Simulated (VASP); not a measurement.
All values below come from PBE GGA, VASP's PBE PAW potentials (set 64) (plane waves; VASP 6.6.1).

The input files of a VASP run:

**INCAR**
```
NELM  =  100
ENCUT  =  520   ! plane-wave cut-off (eV)
LREAL  =  .FALSE.   ! projection in real space or not
LASPH  =  .TRUE.
LMAXMIX  =  6   ! l cut-off of mixed one-centre charges
LCHARG  =  .FALSE.
GGA  =  PE   ! PBE
ISMEAR  =  0   ! Gaussian
SIGMA  =  0.05
ALGO  =  Normal
SYSTEM  =  WSe2
PREC  =  Accurate
LWAVE  =  .TRUE.
EDIFF  =  1E-6   ! SCF stop (eV)
```

KPOINTS:
```
Automatic mesh
0
G
  6 6 1
0 0 0
```

**POSCAR**
```
WSe2
1
    1.6610538190    -2.8770292723     0.0000000000
    1.6610538190     2.8770292723     0.0000000000
    0.0000000000     0.0000000000    14.5759742495
W Se
2 4
Direct
  0.3333330000   0.6666670000   0.2500000000
  0.6666670000   0.3333330000   0.7500000000
  0.3333330000   0.6666670000   0.8652579782
  0.6666670000   0.3333330000   0.3652579782
  0.6666670000   0.3333330000   0.1347420218
  0.3333330000   0.6666670000   0.6347420218
```

POTCAR, in this order: W_sv Se (PBE.64 set). Program: vasp_std.

The run wrote:

OUTCAR:
```
 ion  position               nearest neighbor table
   1  0.333  0.667  0.250-   4 2.55   5 2.55   4 2.55   5 2.55   4 2.55   5 2.55
   2  0.667  0.333  0.750-   3 2.55   6 2.55   3 2.55   6 2.55   3 2.55   6 2.55
   3  0.333  0.667  0.865-   2 2.55   2 2.55   2 2.55
   4  0.667  0.333  0.365-   1 2.55   1 2.55   1 2.55
   5  0.667  0.333  0.135-   1 2.55   1 2.55   1 2.55
   6  0.333  0.667  0.635-   2 2.55   2 2.55   2 2.55
  LATTYP: Found a hexagonal cell.
 ALAT       =     3.3221073467
 C/A-ratio  =     4.3875687111
 Subroutine PRICEL returns:
 Original cell was already a primitive cell.
 Subroutine GETGRP returns: Found 24 space group operations
The static configuration has the point symmetry D_3d.
 The point group associated with its full space group is D_6h.
The dynamic configuration has the point symmetry D_3d.
 Subroutine INISYM returns: Found 24 space group operations
 Subroutine IBZKPT returns following result:
 Found      7 irreducible k-points:

 Following reciprocal coordinates:
            Coordinates               Weight
  0.000000  0.000000  0.000000      1.000000
  0.166667 -0.000000  0.000000      6.000000
  0.333333  0.000000  0.000000      6.000000
  0.500000  0.000000  0.000000      3.000000
  0.166667  0.166667  0.000000      6.000000
  0.333333  0.166667  0.000000     12.000000
  0.333333  0.333333  0.000000      2.000000
   k-points           NKPTS =      7   k-points in BZ     NKDIM =      7   number of bands    NBANDS=     31
   number of dos      NEDOS =    301   number of ions     NIONS =      6
   total plane-waves  NPLWV =  84672
   dimension x,y,z NGX =    28 NGY =   28 NGZ =  108
   dimension x,y,z NGXF=    56 NGYF=   56 NGZF=  216
   ions per type =               2   4
   PREC   = accura    normal or accurate (medium, high low for compatibility)
   ISTART =      0    job   : 0-new  1-cont  2-samecut
   ICHARG =      2    charge: 1-file 2-atom 10-const
   ISPIN  =      1    spin polarized calculation?
   LNONCOLLINEAR =      F non collinear calculations
...
```

**OSZICAR**
```
       N       E                     dE             d eps       ncg     rms          rms(c)
DAV:   1     0.515747686901E+03    0.51575E+03   -0.28290E+04   490   0.160E+03
DAV:   2    -0.140543552614E+02   -0.52980E+03   -0.51783E+03   561   0.408E+02
DAV:   3    -0.443659035734E+02   -0.30312E+02   -0.30146E+02   528   0.916E+01
DAV:   4    -0.452598491357E+02   -0.89395E+00   -0.89088E+00   556   0.153E+01
DAV:   5    -0.452786424984E+02   -0.18793E-01   -0.18785E-01   530   0.230E+00    0.286E+01
DAV:   6    -0.436673877775E+02    0.16113E+01   -0.11943E+01   530   0.187E+01    0.101E+01
DAV:   7    -0.434039689694E+02    0.26342E+00   -0.49596E+00   492   0.902E+00    0.554E+00
DAV:   8    -0.432404672752E+02    0.16350E+00   -0.67899E-01   582   0.470E+00    0.109E+00
DAV:   9    -0.432423039790E+02   -0.18367E-02   -0.68081E-02   569   0.130E+00    0.739E-01
DAV:  10    -0.432416245430E+02    0.67944E-03   -0.21768E-02   574   0.913E-01    0.205E-01
DAV:  11    -0.432414559873E+02    0.16856E-03   -0.32132E-03   537   0.344E-01    0.128E-01
DAV:  12    -0.432414674193E+02   -0.11432E-04   -0.16556E-04   549   0.651E-02    0.847E-02
DAV:  13    -0.432414905936E+02   -0.23174E-04   -0.14042E-04   575   0.619E-02    0.577E-03
DAV:  14    -0.432414942920E+02   -0.36985E-05   -0.51188E-06   477   0.131E-02    0.591E-03
DAV:  15    -0.432414948527E+02   -0.56065E-06   -0.95617E-07   398   0.518E-03
   1 F= -.43241495E+02 E0= -.43241495E+02  d E =-.822953E-38
```

File OUTCAR:
```
------------------------ aborting loop because EDIFF is reached ----------------------------------------
  FORCE on cell =-STRESS in cart. coord.  units (eV):
  Direction    XX          YY          ZZ          XY          YZ          ZX
  --------------------------------------------------------------------------------------
  Total        0.0458912      0.0458912      0.2330296      0.0000000      0.0000000     -0.0000000
  in kB        0.5277699      0.5277698      2.6799466      0.0000000      0.0000000     -0.0000000
  external PRESSURE =       1.2451621 kB  Pullay stress =       0.0000000 kB
  volume of cell :      139.31
      direct lattice vectors                 reciprocal lattice vectors
     1.661053819 -2.877029272  0.000000000     0.301013727 -0.173790376  0.000000000
     1.661053819  2.877029272  0.000000000     0.301013727  0.173790376  0.000000000
     0.000000000  0.000000000 14.575974249     0.000000000  0.000000000  0.068606049
 POSITION                                       TOTAL-FORCE (eV/Angst)
 -----------------------------------------------------------------------------------
      1.66105      0.95901      3.64399        -0.000000      0.000000      0.000000
      1.66105     -0.95901     10.93198         0.000000     -0.000000      0.000000
      1.66105      0.95901     12.61198         0.000000     -0.000000      0.000377
      1.66105     -0.95901      5.32399        -0.000000      0.000000      0.000377
      1.66105     -0.95901      1.96400         0.000000      0.000000     -0.000377
      1.66105      0.95901      9.25198         0.000000     -0.000000     -0.000377
 -----------------------------------------------------------------------------------
    total drift:                               -0.000000      0.001113     -0.000033
  FREE ENERGIE OF THE ION-ELECTRON SYSTEM (eV)
  ---------------------------------------------------
  free  energy   TOTEN  =       -43.2414948527 eV

  energy  without entropy=      -43.2414948527  energy(sigma->0) =      -43.24149485
```
(Selected blocks of OUTCAR.)

Without a dispersion term in the relaxation, distances and binding between the weakly bound layers, chains or molecules are unreliable, and so is what depends on them.

The compound is WSe2 in the 2H layered structure. It was relaxed first, which changed the volume by +15 %. The k-mesh is coarse (spacing up to 0.43 per Å, 2π included), so the numbers may not be converged in it.
